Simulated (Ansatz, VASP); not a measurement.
# Cross-check of SbAs between VASP and Ansatz, part 2 of 2

Aim: how closely do two programs agree when they are given the same cell, functional and k mesh? The cell is taken from a series of runs on this material, whose earlier steps may have relaxed, scaled, displaced or heated it; both programs get it as it stands.

VASP 6.6.1 and Ansatz 0.2.0.

So far: The structure; Ansatz: relaxation of cell and atoms, PBEsol with D3(BJ), spin-orbit coupling.

**3. VASP: relaxation of cell and atoms, PBEsol with D3(BJ), spin-orbit coupling**

Level of this step: PBEsol with D3(BJ), spin-orbit coupling; plane waves and PAW (Sb, As) (VASP).

The same cell, functional, mesh and smearing now go to VASP, with its own data sets.

Lines of VASP's logs that name or quote its potential files are left out, and so is its time.

File INCAR:

```
SYSTEM = SbAs
PREC = Accurate
ENCUT = 500
EDIFF = 1E-07
NELM = 200
ISMEAR = 1
SIGMA = 0.2
LREAL = .FALSE.
ALGO = Normal
GGA = PS
IVDW = 12
LNONCOLLINEAR = .TRUE.
MAGMOM = 0 0 0 0 0 0
NBANDS = 22
GGA_COMPAT = .FALSE.
LASPH = .TRUE.
LSORBIT = .TRUE.
LORBIT = 11
LWAVE = .FALSE.
LCHARG = .FALSE.
ISIF = 3
IBRION = 2
NSW = 80
EDIFFG = -0.005
NELMIN = 4
KPAR = 2
```

File POSCAR:

```
SbAs
1.0
    2.0044670000      1.1572800000      3.4072630000
   -2.0044670000      1.1572800000      3.4072630000
    0.0000000000     -2.3145600000      3.4072630000
Sb As
1 1
Direct
    0.2365493946      0.2365493946      0.2365493946
    0.7634486488      0.7634486488      0.7634486488
```

File KPOINTS:

```
Automatic mesh
0
Gamma
15 15 15
0 0 0
```

Potentials, in the order of the species: Sb and As (PBE family, release 64).

Started as:

```console
$ mpirun -np 2 vasp_ncl
```

Numbers of over 12 decimals in the logs are rounded to 6 here.

What it wrote:

```text
[banner, memory and clock lines left out]
running    2 mpi-ranks, on    1 nodes
 distrk:  each k-point on    1 cores,    2 groups
 distr:  one band on    1 cores,    1 groups

 POSCAR found type information on POSCAR SbAs
 POSCAR found :  2 types and       2 ions
|                                                                             |
|               ----> ADVICE to this user running VASP <----                  |
|                                                                             |
|     You enforced a specific xc type in the INCAR file but a different       |
|     [... a line on the potential file left out ...]
|     I HOPE YOU KNOW WHAT YOU ARE DOING!                                     |
|                                                                             |

 LDA part: xc-table for (Slater+PW92), standard interpolation
 POSCAR, INCAR and KPOINTS ok, starting setup
 FFT: planning ... GRIDC
 FFT: planning ... GRID_SOFT
 FFT: planning ... GRID
 WAVECAR not read
 entering main loop
       N       E                     dE             d eps       ncg     rms          rms(c)
DAV:   1     0.369359726961E+02    0.36936E+02   -0.35095E+03 29920   0.723E+02
DAV:   2    -0.698164674132E+01   -0.43918E+02   -0.41882E+02 38974   0.130E+02
DAV:   3    -0.978382173698E+01   -0.28022E+01   -0.27574E+01 37560   0.342E+01
DAV:   4    -0.981132698121E+01   -0.27505E-01   -0.27478E-01 33834   0.380E+00
DAV:   5    -0.981156894830E+01   -0.24197E-03   -0.24196E-03 35346   0.406E-01    0.354E+00
DAV:   6    -0.974880652658E+01    0.62762E-01   -0.94819E-02 32458   0.157E+00    0.217E+00
DAV:   7    -0.974293239204E+01    0.58741E-02   -0.26948E-02 35148   0.869E-01    0.977E-01
DAV:   8    -0.974166397067E+01    0.12684E-02   -0.95951E-04 33112   0.198E-01    0.445E-01
DAV:   9    -0.974146752339E+01    0.19645E-03   -0.55593E-04 33076   0.131E-01    0.422E-02
DAV:  10    -0.974146983853E+01   -0.23151E-05   -0.81977E-05 32574   0.570E-02    0.253E-02
DAV:  11    -0.974146943035E+01    0.40818E-06   -0.82757E-06 34504   0.201E-02    0.309E-03
DAV:  12    -0.974146965497E+01   -0.22462E-06   -0.97031E-07 34464   0.628E-03    0.296E-03
DAV:  13    -0.974146965329E+01    0.16762E-08   -0.29112E-08 19814   0.112E-03
   1 F= -.10634470E+02 E0= -.10634957E+02  d E =-.106345E+02  mag=     0.0000     0.0000    -0.0000
[...]
2 F= -.10634618E+02 E0= -.10635113E+02  d E =-.147583E-03  mag=     0.0000     0.0000    -0.0000
[...]
3 F= -.10634748E+02 E0= -.10635240E+02  d E =-.277902E-03  mag=    -0.0000    -0.0000     0.0000
[...]
4 F= -.10634811E+02 E0= -.10635303E+02  d E =-.627104E-04  mag=    -0.0000    -0.0000     0.0000
 trial-energy change:   -0.000063  1 .order   -0.000063   -0.000073   -0.000053
 step:   3.3289(harm=  3.3289)  dis= 0.00408  next Energy=   -10.634881 (dE=-0.133E-03)
 bond charge predicted
       N       E                     dE             d eps       ncg     rms          rms(c)
DAV:   1    -0.974321470171E+01    0.15947E-02   -0.95931E-03 32152   0.580E-01    0.417E-02
DAV:   2    -0.974321116264E+01    0.35391E-05   -0.48723E-04 33508   0.139E-01    0.255E-02
DAV:   3    -0.974318388389E+01    0.27279E-04   -0.43844E-05 32404   0.378E-02    0.955E-03
DAV:   4    -0.974318343982E+01    0.44407E-06   -0.32595E-06 35594   0.110E-02    0.614E-03
DAV:   5    -0.974318335741E+01    0.82402E-07   -0.79064E-08 24118   0.190E-03
   5 F= -.10634885E+02 E0= -.10635380E+02  d E =-.136680E-03  mag=    -0.0000    -0.0000    -0.0000
 curvature:  -1.78 expect dE=-0.384E-05 dE for cont linesearch -0.204E-06
 trial: gam= 0.01224 g(F)=  0.289E-08 g(S)=  0.215E-05 ort = 0.313E-05 (trialstep = 0.140E+01)
 search vector abs. value=  0.224E-05
 reached required accuracy - stopping structural energy minimisation
```

From OUTCAR (step 3):

```text
ion  position               nearest neighbor table
   1  0.237  0.237  0.237-   2 2.72   2 2.72   2 2.72   2 3.04   2 3.04   2 3.04
   2  0.763  0.763  0.763-   1 2.72   1 2.72   1 2.72   1 3.04   1 3.04   1 3.04

  LATTYP: Found a trigonal (rhomboedric) cell.
 ALAT       =     4.1190564579
 COS(alpha) =     0.5263772714

 Subroutine GETGRP returns: Found  6 space group operations
 (whereof  6 operations were pure point group operations)

The static configuration has the point symmetry C_3v.

 Found    680 irreducible k-points:

   k-points           NKPTS =    680   k-points in BZ     NKDIM =    680   number of bands    NBANDS=     22

   dimension x,y,z NGX =    30 NGY =   30 NGZ =   30
   dimension x,y,z NGXF=    60 NGYF=   60 NGZF=   60

   ENCUT  =  500.0 eV  36.75 Ry    6.06 a.u.   7.51  7.51  7.51*2*pi/ulx,y,z

   NELECT =      10.0000    total number of electrons

 k-points in reciprocal lattice and weights: Automatic mesh
   0.00000000  0.00000000  0.00000000       0.000
   0.06666667  0.00000000  0.00000000       0.001
  -0.06666667 -0.00000000  0.00000000       0.001
   0.13333333 -0.00000000  0.00000000       0.001
  -0.13333333  0.00000000 -0.00000000       0.001
   0.20000000  0.00000000  0.00000000       0.001
  -0.20000000 -0.00000000  0.00000000       0.001
   0.26666667 -0.00000000  0.00000000       0.001
  -0.26666667  0.00000000 -0.00000000       0.001
[...]
-0.46666667  0.46666667  0.46666667       0.001
   0.46666667 -0.46666667 -0.46666667       0.001

 Edisp (eV)   -0.89000

 average (electrostatic) potential at core
       1 -85.6452       2 -47.5688

 E-fermi :   7.2371

 k-point     1 :       0.0000    0.0000    0.0000
  band No.  band energies     occupation
    ...
      6       4.8531      1.00000
      7       5.3365      1.00000
      8       5.3365      1.00000
      9       5.4412      1.00000
     10       5.4412      1.00000
     11       9.9606     -0.00000
     12       9.9606     -0.00000
     13      10.6356     -0.00000
     14      10.6356     -0.00000
     15      10.9191     -0.00000
    ...

 k-point     2 :       0.0667    0.0000    0.0000
  band No.  band energies     occupation
    ...
      6       4.9108      1.00000
      7       5.3575      1.00000
      8       5.3640      1.00000
      9       5.5373      1.00000
     10       5.5505      1.00000
     11       9.8264     -0.00000
     12       9.8864     -0.00000
     13      10.4279     -0.00000
     14      10.5369     -0.00000
     15      10.7290     -0.00000
    ...

 k-point     3 :      -0.0667   -0.0000    0.0000
  band No.  band energies     occupation
    ...
      6       4.9108      1.00000
      7       5.3575      1.00000
      8       5.3640      1.00000
      9       5.5373      1.00000
     10       5.5505      1.00000
     11       9.8264     -0.00000
     12       9.8864     -0.00000
     13      10.4279     -0.00000
     14      10.5369     -0.00000
     15      10.7290     -0.00000
    ...

 Edisp (eV)   -0.89170

  Total       0.00609     0.00609    -0.00387    -0.00000    -0.00000     0.00000
  in kB       0.20543     0.20543    -0.13065    -0.00000    -0.00000     0.00000
  external pressure =        0.09 kB  Pullay stress =        0.00 kB

  energy-cutoff  :      500.00
  volume of cell :       47.49
      direct lattice vectors                 reciprocal lattice vectors
     2.007441787  1.158997496  3.401933564     0.249073225  0.143802439  0.097983493
    -2.007441787  1.158997496  3.401933564    -0.249073225  0.143802439  0.097983493
    -0.000000000 -2.317994992  3.401933564     0.000000000 -0.287604878  0.097983493

 POSITION                                       TOTAL-FORCE (eV/Angst)
 -----------------------------------------------------------------------------------
     -0.00000      0.00000      2.41978        -0.000000     -0.000000      0.000173
     -0.00000      0.00000      7.78600         0.000000      0.000000     -0.000173
 -----------------------------------------------------------------------------------
    total drift:                                0.000000      0.000002      0.000244

  FREE ENERGIE OF THE ION-ELECTRON SYSTEM (eV)
  ---------------------------------------------------
  free  energy   TOTEN  =       -10.6348850415 eV

  energy  without entropy=      -10.6363688235  energy(sigma->0) =      -10.63537964

 reached required accuracy - stopping structural energy minimisation

 Spin-Orbit-Coupling matrix elements
 Ion:    1  E_soc:     -0.1280706
 Ion:    2  E_soc:     -0.0278898

 total charge
# of ion       s       p       d       tot
------------------------------------------
    1        1.227   1.113   0.052   2.392
    2        1.291   1.402   0.043   2.736
--------------------------------------------------
tot          2.517   2.514   0.096   5.127

 magnetization (x)
# of ion       s       p       d       tot
------------------------------------------
    1        0.000   0.000   0.000   0.000
    2        0.000   0.000   0.000   0.000
--------------------------------------------------
tot          0.000   0.000   0.000   0.000

 magnetization (y)
# of ion       s       p       d       tot
------------------------------------------
    1        0.000   0.000   0.000   0.000
    2        0.000   0.000   0.000   0.000
--------------------------------------------------
tot          0.000   0.000   0.000   0.000

 magnetization (z)
# of ion       s       p       d       tot
------------------------------------------
    1        0.000   0.000   0.000   0.000
    2        0.000   0.000   0.000   0.000
--------------------------------------------------
tot          0.000   0.000   0.000   0.000

[... 3 further parts left out ...]
```

CONTCAR:

```
SbAs
   1.00000000000000
     2.0074417872645478    1.1589974961759619    3.4019335638570545
    -2.0074417872645478    1.1589974961759619    3.4019335638570545
    -0.0000000000000000   -2.3179949923519239    3.4019335638570545
  Sb              As
     1     1
Direct
     0.2370983731550280    0.2370983731550280    0.2370983731550280
     0.7628996702449700    0.7628996702449700    0.7628996702449700
```

The run keeps the 6 symmetry operations of its start, so it cannot find a distortion of lower symmetry.

**4. Differences**

Known differences besides the potentials themselves: spin-orbit coupling enters by fully relativistic files in Ansatz and inside the spheres in VASP; the data sets hold 30 valence electrons in Ansatz (on its fully relativistic PAW (standard-fr) files) and 10 in VASP; the cutoff is 420 eV in Ansatz and 500 eV in VASP; Ansatz makes its cores anew for this functional, VASP keeps those of its PBE data sets; Ansatz adds a Pulay correction to the stress that steers its cell, VASP none. Total energies have different zeros and are not compared.

The two programs side by side:

| quantity | Ansatz | VASP | difference |
| --- | --- | --- | --- |
| volume (Å³) | 47.43 | 47.49 | -0.12 % |
| edge a after relaxation, in the typed setting (Å) | 4.118 | 4.117 | +0.03 % |

**5. Outcome**

| Item | Value |
| --- | --- |
| difference in volume (relaxation of cell and atoms, PBEsol with D3(BJ), spin-orbit coupling) | -0.12 % |

In words: The difference in volume is -0.12 % (relaxation of cell and atoms, PBEsol with D3(BJ), spin-orbit coupling), within the 1.2 % picked in this series as the mark of a large difference, as far as the stopping tolerances let one tell. The data sets hold unlike numbers of valence electrons (30 in Ansatz and 10 in VASP), so part of the differences comes from the potentials. How closely two codes agree says nothing of how well the functional describes the real material.

[Lines on the potential files, build, host, timing and source positions are cut from VASP's logs without a mark.]

[Logs are printed without paths, hosts, clocks, repeated set-up lines and the standing remarks that a program may print on its own settings, such as how far it seeks lower states.]

[Hosts, paths, dates, database ids (printed as entryN), source tags and the programs' standing remarks are cut or masked in the printed files.]
